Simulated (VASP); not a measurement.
# What goes wrong when the modes of MgO are computed with a bad input, part 2 of 2

Aim: see how common mistakes in a phonon run show up, on MgO. The starting structure is a measured crystal structure from the Crystallography Open Database.

VASP 6.6.1.

Results so far: reference T1u 423.5 cm⁻¹.

### Step 3. Modes with finite displacements, else as the reference

Level of this step: LDA; plane waves and PAW (Mg, O) (VASP).

Against step 2 the input has IBRION = 6, NFREE = 2, POTIM = 0.015 and no LEPSILON (also changed: NSW).

Contents of INCAR:

```
SYSTEM = MgO
PREC = Accurate
ENCUT = 520
EDIFF = 1E-08
NELM = 100
ISMEAR = 0
SIGMA = 0.03
LREAL = .FALSE.
ALGO = Normal
GGA = CA
NBANDS = 10
LORBIT = 11
LWAVE = .FALSE.
LCHARG = .FALSE.
KPAR = 2
IBRION = 6
NFREE = 2
POTIM = 0.015
NSW = 1
ISIF = 2
```

Contents of POSCAR:

```
MgO
1.0
    0.0000000000      2.0730402907      2.0730402907
    2.0730402907      0.0000000000      2.0730402907
    2.0730402907      2.0730402907      0.0000000000
Mg O
1 1
Direct
    0.0000000000      0.0000000000      0.0000000000
    0.5000000000      0.5000000000      0.5000000000
```

Contents of KPOINTS:

```
Automatic mesh
0
Gamma
8 8 8
0 0 0
```

PAW data sets: Mg and O (LDA family, release 64).

Launch:

```bash
$ mpirun -np 2 vasp_std
```

Log:

```text
[... set-up lines as in an earlier step ...]
 entering main loop
       N       E                     dE             d eps       ncg     rms          rms(c)
[... 13 cycles as in an earlier step ...]
   1 F= -.13445475E+02 E0= -.13445475E+02  d E =-.466123E-13
[...]
2 F= -.13444758E+02 E0= -.13444758E+02  d E =-.273657E-13
[...]
3 F= -.13444758E+02 E0= -.13444758E+02  d E =-.193365E-12
[...]
4 F= -.13444759E+02 E0= -.13444759E+02  d E =-.385066E-11
[...]
5 F= -.13444759E+02 E0= -.13444759E+02  d E =-.109298E-10
 Finite differences progress:
  Degree of freedom:   2/  2
  Displacement:        2/  2
  Total:               4/  4
```

Run time: 23 s. Hardware: 2 MPI ranks of Intel Xeon Platinum 8488C (Sapphire Rapids), shared host; peak memory 0.26 GiB; 31 s of CPU time.

From OUTCAR (step 3):

```text
  Total        0.0082207     -0.0024161     -0.0024161     -0.0000000      0.0000000      0.0000000
  in kB        0.7392078     -0.2172576     -0.2172576     -0.0000000      0.0000000      0.0000000
  external PRESSURE =       0.1015642 kB  Pullay stress =       0.0000000 kB

 POSITION                                       TOTAL-FORCE (eV/Angst)
 -----------------------------------------------------------------------------------
      0.00000      0.00000      0.00000        -0.095598      0.000000      0.000000
      2.05804      2.07304      2.07304         0.095598      0.000000      0.000000
 -----------------------------------------------------------------------------------
    total drift:                                0.000031     -0.000000     -0.000000

  FREE ENERGIE OF THE ION-ELECTRON SYSTEM (eV)
  ---------------------------------------------------
  free  energy   TOTEN  =       -13.4447590542 eV

  energy  without entropy=      -13.4447590542  energy(sigma->0) =      -13.44475905

[... 2 parts as in an earlier step ...]

[... 1 further part left out ...]
[key lines of the parts left out:]
E-fermi :   3.3694
```

The last energy, forces and stress in OUTCAR belong to the last displaced cell, not to that of POSCAR.

With finite displacements, else as the reference the mode is T1u 423.7 cm⁻¹, +0.2 cm⁻¹ from the reference.

### Step 4. Modes with a structure that was not relaxed

A slip made on purpose: a structure that was not relaxed. Against step 2 the input has another starting structure (also changed: NELM).

Edit INCAR of step 3 so:

```diff
@@ -4,3 +4,3 @@
 EDIFF = 1E-08
-NELM = 100
+NELM = 60
 ISMEAR = 0
@@ -15,6 +15,4 @@
 KPAR = 2
-IBRION = 6
-NFREE = 2
-POTIM = 0.015
-NSW = 1
+IBRION = 8
+LEPSILON = .TRUE.
 ISIF = 2
```

Contents of POSCAR:

```
MgO
1.0
    0.0000000000      2.1052050000      2.1052050000
    2.1052050000      0.0000000000      2.1052050000
    2.1052050000      2.1052050000      0.0000000000
Mg O
1 1
Direct
    0.0000000000      0.0000000000      0.0000000000
    0.5000000000      0.5000000000      0.5000000000
```

KPOINTS is that of step 3.

Launch:

```bash
$ mpirun -np 2 vasp_std
```

Log:

```text
[... set-up lines as in an earlier step ...]
 entering main loop
       N       E                     dE             d eps       ncg     rms          rms(c)
DAV:   1     0.860444719494E+01    0.86044E+01   -0.46900E+03   652   0.701E+02
DAV:   2    -0.146068703791E+02   -0.23211E+02   -0.22772E+02   648   0.135E+02
DAV:   3    -0.149958197129E+02   -0.38895E+00   -0.38871E+00   680   0.158E+01
DAV:   4    -0.149966110559E+02   -0.79134E-03   -0.79133E-03   650   0.814E-01
[...]
DAV:  11    -0.134258072991E+02    0.80071E-06   -0.38445E-06   630   0.112E-02    0.297E-03
DAV:  12    -0.134258073052E+02   -0.60652E-08   -0.16073E-07   634   0.293E-03    0.717E-04
DAV:  13    -0.134258073021E+02    0.30649E-08   -0.57201E-09   352   0.872E-04
   1 F= -.13425807E+02 E0= -.13425807E+02  d E =-.462358E-29
 Linear response reoptimize wavefunctions to high precision
DAV:   1    -0.134258073029E+02   -0.82974E-09   -0.17367E-10   372   0.135E-04
DAV:   2    -0.134258073029E+02   -0.12619E-10   -0.10449E-11   322   0.333E-05
 Linear response G [H, r] |phi>, progress :
  Direction:   1
[...]
RMM:   9    -0.198022986333E-02    0.14849E-08   -0.69692E-12  1812   0.725E-06    0.460E-07
 first order change of Fermi-energy  -0.27345E-04
 force on displaced ion       1 direction 1 :  -5.094   0.000   0.000
 Born effective charge ion    1 direction 1 :   1.968   0.000   0.000
 Linear response progress:
  Degree of freedom:   2/  2
       N       E                     dE             d eps       ncg     rms          rms(c)
RMM:   1    -0.348143261883E+00   -0.34814E+00    0.38874E-01  2103   0.425E+00
RMM:   2    -0.349184918842E+00   -0.10417E-02   -0.15405E-03  1842   0.312E-01    0.129E-01
RMM:   3    -0.350515575328E+00   -0.13307E-02   -0.35348E-04  1769   0.135E-01    0.689E-02
RMM:   4    -0.352540084377E+00   -0.20245E-02   -0.35896E-04  1660   0.139E-01    0.170E-02
[...]
RMM:   8    -0.352534818446E+00    0.12011E-06   -0.30756E-09  2031   0.109E-04    0.156E-05
RMM:   9    -0.352534871498E+00   -0.53051E-07   -0.30760E-09  2040   0.760E-05    0.216E-06
RMM:  10    -0.352534871826E+00   -0.32827E-09   -0.31100E-09  1549   0.662E-05    0.499E-07
 first order change of Fermi-energy   0.13621E-02
 force on displaced ion       2 direction 1 :  -5.116   0.000   0.000
 Born effective charge ion    2 direction 1 :  -1.969   0.000   0.000
 Born effective charges drift removed
 Linear response finished
```

Run time: 35 s. Hardware: 2 MPI ranks; peak memory 0.31 GiB.

OUTCAR, selected parts (step 4):

```text
  Total       -0.8784198     -0.8784198     -0.8784198      0.0000000     -0.0000000     -0.0000000
  in kB      -75.4222581    -75.4222581    -75.4222581      0.0000000     -0.0000000     -0.0000000
  external PRESSURE =     -75.4222581 kB  Pullay stress =       0.0000000 kB

 POSITION                                       TOTAL-FORCE (eV/Angst)
 -----------------------------------------------------------------------------------
      0.00000      0.00000      0.00000        -0.000000     -0.000000      0.000000
      2.10521      2.10521      2.10521         0.000000      0.000000     -0.000000
 -----------------------------------------------------------------------------------
    total drift:                               -0.000000     -0.000000      0.000000

 MACROSCOPIC STATIC DIELECTRIC TENSOR (including local field effects in DFT)
 ------------------------------------------------------
           3.150661     0.000000     0.000000
          -0.000000     3.150661     0.000000
           0.000000    -0.000000     3.150661
 ------------------------------------------------------

 MACROSCOPIC STATIC DIELECTRIC TENSOR IONIC CONTRIBUTION
 ------------------------------------------------------
           7.358607     0.000000    -0.000000
           0.000000     7.358607     0.000000
          -0.000000     0.000000     7.358607
 ------------------------------------------------------

[... 1 part as in an earlier step ...]

[... 1 further part left out ...]
```

With a structure that was not relaxed the mode is T1u 379.4 cm⁻¹, -44.1 cm⁻¹ from the reference.

### Step 5. Modes with a loose electronic threshold

A slip made on purpose: a loose electronic threshold. Against step 2 the input has EDIFF = 1E-04, IBRION = 6, NFREE = 2, POTIM = 0.015 and no LEPSILON (also changed: NELM and NSW).

Edit INCAR of step 4 so:

```diff
@@ -3,3 +3,3 @@
 ENCUT = 520
-EDIFF = 1E-08
+EDIFF = 1E-04
 NELM = 60
@@ -15,4 +15,6 @@
 KPAR = 2
-IBRION = 8
-LEPSILON = .TRUE.
+IBRION = 6
+NFREE = 2
+POTIM = 0.015
+NSW = 1
 ISIF = 2
```

Contents of POSCAR:

```
MgO
1.0
    0.0000000000      2.0730402907      2.0730402907
    2.0730402907      0.0000000000      2.0730402907
    2.0730402907      2.0730402907      0.0000000000
Mg O
1 1
Direct
    0.0000000000      0.0000000000      0.0000000000
    0.5000000000      0.5000000000      0.5000000000
```

KPOINTS is that of step 4.

Launch:

```bash
$ mpirun -np 2 vasp_std
```

Log:

```text
[... set-up lines as in an earlier step ...]
 entering main loop
       N       E                     dE             d eps       ncg     rms          rms(c)
[... 4 cycles as in an earlier step ...]
DAV:   5    -0.150326151771E+02   -0.30014E-05   -0.30014E-05   622   0.460E-02    0.710E+00
DAV:   6    -0.135074405440E+02    0.15252E+01   -0.87686E+00   584   0.177E+01    0.219E+00
DAV:   7    -0.134692525622E+02    0.38188E-01   -0.50051E-02   620   0.219E+00    0.127E+00
DAV:   8    -0.134457679538E+02    0.23485E-01   -0.26012E-02   584   0.181E+00    0.186E-01
DAV:   9    -0.134455868640E+02    0.18109E-03   -0.18569E-04   444   0.114E-01    0.126E-01
DAV:  10    -0.134454758356E+02    0.11103E-03   -0.29789E-04   542   0.163E-01    0.955E-03
DAV:  11    -0.134454750402E+02    0.79540E-06   -0.29508E-06   302   0.101E-02
   1 F= -.13445475E+02 E0= -.13445475E+02  d E =-.446945E-13
[...]
2 F= -.13444763E+02 E0= -.13444763E+02  d E =-.270103E-13
[...]
3 F= -.13444778E+02 E0= -.13444778E+02  d E =-.268610E-13
[...]
4 F= -.13444759E+02 E0= -.13444759E+02  d E =-.273066E-13
[...]
5 F= -.13444763E+02 E0= -.13444763E+02  d E =-.385141E-13
 Finite differences progress:
  Degree of freedom:   2/  2
  Displacement:        2/  2
  Total:               4/  4
```

The job ended after 16 s (2 MPI ranks; peak memory 0.26 GiB; 19 s of CPU time).

From OUTCAR (step 5):

```text
  Total        0.0029279     -0.0082600     -0.0082600      0.0000000      0.0000000      0.0000000
  in kB        0.2632737     -0.7427402     -0.7427402      0.0000000      0.0000000      0.0000000
  external PRESSURE =      -0.4074023 kB  Pullay stress =       0.0000000 kB

 POSITION                                       TOTAL-FORCE (eV/Angst)
 -----------------------------------------------------------------------------------
      0.00000      0.00000      0.00000        -0.101256      0.000000      0.000000
      2.05804      2.07304      2.07304         0.101256      0.000000      0.000000
 -----------------------------------------------------------------------------------
    total drift:                                0.009045     -0.000002     -0.000002

  FREE ENERGIE OF THE ION-ELECTRON SYSTEM (eV)
  ---------------------------------------------------
  free  energy   TOTEN  =       -13.4447625654 eV

  energy  without entropy=      -13.4447625654  energy(sigma->0) =      -13.44476257

[... 2 parts as in an earlier step ...]

[... 1 further part left out ...]
[key lines of the parts left out:]
E-fermi :   3.3894
```

With a loose electronic threshold the mode is T1u 426.6 cm⁻¹, +2.9 cm⁻¹ from finite displacements, else as the reference.

### Step 6. Modes with a k mesh far too coarse

A slip made on purpose: a k mesh far too coarse. Against step 2 the input has a 2×2×2 mesh (also changed: NELM and KPAR).

Contents of INCAR:

```
SYSTEM = MgO
PREC = Accurate
ENCUT = 520
EDIFF = 1E-08
NELM = 60
ISMEAR = 0
SIGMA = 0.03
LREAL = .FALSE.
ALGO = Normal
GGA = CA
NBANDS = 10
LORBIT = 11
LWAVE = .FALSE.
LCHARG = .FALSE.
IBRION = 8
LEPSILON = .TRUE.
ISIF = 2
```

POSCAR is that of step 5.

Contents of KPOINTS:

```
Automatic mesh
0
Gamma
2 2 2
0 0 0
```

Launch:

```bash
$ mpirun -np 2 vasp_std
```

Log:

```text
[banner, memory and clock lines left out]
running    2 mpi-ranks, on    1 nodes
[...]
LDA part: xc-table for (Slater(with rela. corr.)+CA(PZ))
 , standard interpolation
 POSCAR, INCAR and KPOINTS ok, starting setup
[...]
entering main loop
       N       E                     dE             d eps       ncg     rms          rms(c)
DAV:   1     0.107339698881E+02    0.10734E+02   -0.42616E+03    68   0.685E+02
DAV:   2    -0.141268742820E+02   -0.24861E+02   -0.24599E+02    62   0.129E+02
DAV:   3    -0.145581520414E+02   -0.43128E+00   -0.43111E+00    70   0.148E+01
DAV:   4    -0.145591191736E+02   -0.96713E-03   -0.96713E-03    68   0.794E-01
[...]
DAV:  10    -0.125139755408E+02    0.28840E-04   -0.13651E-04    64   0.104E-01    0.624E-03
DAV:  11    -0.125139753606E+02    0.18014E-06   -0.20651E-06    66   0.106E-02    0.265E-03
DAV:  12    -0.125139753634E+02   -0.28020E-08   -0.19000E-08    64   0.158E-03
   1 F= -.12513975E+02 E0= -.12513975E+02  d E =-.113807E-28
[...]
RMM:   9    -0.223839478789E-02   -0.15689E-08   -0.12904E-12   120   0.533E-06    0.552E-07
 first order change of Fermi-energy   0.16072E-05
 force on displaced ion       1 direction 1 :  -5.341   0.000   0.000
 Born effective charge ion    1 direction 1 :   1.779   0.000   0.000
 Linear response progress:
  Degree of freedom:   2/  2
       N       E                     dE             d eps       ncg     rms          rms(c)
RMM:   1    -0.347496269398E+00   -0.34750E+00    0.42107E-01   134   0.428E+00
RMM:   2    -0.351981985679E+00   -0.44857E-02   -0.13431E-03   126   0.277E-01    0.162E-01
RMM:   3    -0.353474131719E+00   -0.14921E-02   -0.60887E-04   112   0.175E-01    0.829E-02
RMM:   4    -0.355892104008E+00   -0.24180E-02   -0.56207E-04   104   0.171E-01    0.226E-02
[...]
RMM:   9    -0.355969370216E+00   -0.33256E-07   -0.11749E-11   123   0.169E-05    0.225E-06
RMM:  10    -0.355969393655E+00   -0.23439E-07   -0.27911E-11   115   0.386E-06    0.494E-07
RMM:  11    -0.355969397982E+00   -0.43266E-08   -0.47429E-11    83   0.261E-06    0.487E-08
 first order change of Fermi-energy  -0.80246E-07
 force on displaced ion       2 direction 1 :  -5.339   0.000   0.000
 Born effective charge ion    2 direction 1 :  -3.915   0.000   0.000
 Born effective charges drift removed
 Linear response finished
```

Elapsed: 15 s, on 2 MPI ranks; peak memory 0.23 GiB; 17 s of CPU time.

OUTCAR, selected parts (step 6):

```text
  Total        0.5803708      0.5803708      0.5803708     -0.0000000      0.0000000     -0.0000000
  in kB       52.1870674     52.1870674     52.1870674     -0.0000000      0.0000000     -0.0000000
  external PRESSURE =      52.1870674 kB  Pullay stress =       0.0000000 kB

 POSITION                                       TOTAL-FORCE (eV/Angst)
 -----------------------------------------------------------------------------------
      0.00000      0.00000      0.00000         0.000000      0.000000      0.000000
      2.07304      2.07304      2.07304        -0.000000     -0.000000      0.000000
 -----------------------------------------------------------------------------------
    total drift:                               -0.000000     -0.000000      0.000000

 MACROSCOPIC STATIC DIELECTRIC TENSOR (including local field effects in DFT)
 ------------------------------------------------------
           6.227605     0.000000    -0.000000
           0.000000     6.227605    -0.000000
          -0.000000     0.000000     6.227605
 ------------------------------------------------------

 MACROSCOPIC STATIC DIELECTRIC TENSOR IONIC CONTRIBUTION
 ------------------------------------------------------
          15.418337    -0.000000     0.000000
          -0.000000    15.418337     0.000000
           0.000000     0.000000    15.418337
 ------------------------------------------------------

[... 1 part as in an earlier step ...]

[... 1 further part left out ...]
```

With a k mesh far too coarse the mode is T1u 387.9 cm⁻¹, -35.6 cm⁻¹ from the reference.

### Step 7. Modes with a displacement typed far too large

A slip made on purpose: a displacement typed far too large. Against step 2 the input has IBRION = 6, NFREE = 2, POTIM = 0.25 and no LEPSILON (also changed: NELM and NSW).

Edit INCAR of step 6 so:

```diff
@@ -14,4 +14,7 @@
 LCHARG = .FALSE.
-IBRION = 8
-LEPSILON = .TRUE.
+KPAR = 2
+IBRION = 6
+NFREE = 2
+POTIM = 0.25
+NSW = 1
 ISIF = 2
```

POSCAR is that of step 6.

Contents of KPOINTS:

```
Automatic mesh
0
Gamma
8 8 8
0 0 0
```

Launch:

```bash
$ mpirun -np 2 vasp_std
```

Log:

```text
[... set-up lines as in an earlier step ...]
 entering main loop
       N       E                     dE             d eps       ncg     rms          rms(c)
[... 13 cycles as in an earlier step ...]
   1 F= -.13445475E+02 E0= -.13445475E+02  d E =-.466123E-13
[...]
2 F= -.13444758E+02 E0= -.13444758E+02  d E =-.273657E-13
[...]
3 F= -.13444758E+02 E0= -.13444758E+02  d E =-.193365E-12
[...]
4 F= -.13444759E+02 E0= -.13444759E+02  d E =-.385066E-11
[...]
5 F= -.13444759E+02 E0= -.13444759E+02  d E =-.109298E-10
 Finite differences progress:
  Degree of freedom:   2/  2
  Displacement:        2/  2
  Total:               4/  4
```

Elapsed: 25 s, on 2 MPI ranks; peak memory 0.27 GiB.

OUTCAR, selected parts (step 7):

```text
[... 6 parts as in an earlier step ...]

[... 1 further part left out ...]
[key lines of the parts left out:]
E-fermi :   3.3694
```

With a displacement typed far too large the mode is T1u 423.7 cm⁻¹, as with finite displacements, else as the reference.

### Step 8. Comparison

| run | T1u | method | core minutes |
| --- | --- | --- | --- |
| reference | 423.5 | perturbation theory | 1.67 |
| finite displacements, else as the reference | 423.7 | finite displacements | 0.767 |
| a structure that was not relaxed | 379.4 | perturbation theory | 1.17 |
| a loose electronic threshold | 426.6 | finite displacements | 0.527 |
| a k mesh far too coarse | 387.9 | perturbation theory | 0.493 |
| a displacement typed far too large | 423.7 | finite displacements | 0.833 |

Modes are in cm⁻¹, degenerate ones as one, matched between runs by symmetry and order. A number in brackets counts the listed modes of one symmetry from the lowest. The symmetry labels come from an automatic analysis and can be wrong where levels nearly coincide. Core minutes are wall time times ranks of the run shown, on a shared host.

### Step 9. Summary of results

* T1u, reference: 423.5 cm⁻¹
* T1u, finite displacements, else as the reference: 423.7 cm⁻¹
* T1u, a structure that was not relaxed: 379.4 cm⁻¹
* T1u, a loose electronic threshold: 426.6 cm⁻¹
* T1u, a k mesh far too coarse: 387.9 cm⁻¹
* T1u, a displacement typed far too large: 423.7 cm⁻¹

In words: Finished, but with signs in the output that stand out against the reference: a structure that was not relaxed, with modes off by up to -44 cm⁻¹, in T1u (signs: a pressure of -7.5 GPa on the undisplaced cell); a loose electronic threshold, with modes off by up to +2.9 cm⁻¹, in T1u (signs: a translation at -10 cm⁻¹ instead of zero); a k mesh far too coarse, with modes off by up to -36 cm⁻¹, in T1u (signs: a pressure of 5.2 GPa on the undisplaced cell). The displacement typed far too large never took effect: VASP put its default in its place. Runs with finite displacements are held against the sound run of that kind. The dielectric constants and Born charges in the logs aren't compared here; at a small gap they can be far off, and in a run without a gap they mean nothing. The frequencies are harmonic, and the splitting of polar modes by their long-range field is left out. Further runs on this material are not shown.

[Lines on the potential files, build, host, timing and source positions are cut from VASP's logs without a mark.]

[Logs are printed without paths, hosts, clocks, repeated set-up lines and the standing remarks that a program may print on its own settings, such as how far it seeks lower states.]

[Hosts, paths, dates, database ids (printed as entryN), source tags and the programs' standing remarks are cut or masked in the printed files.]
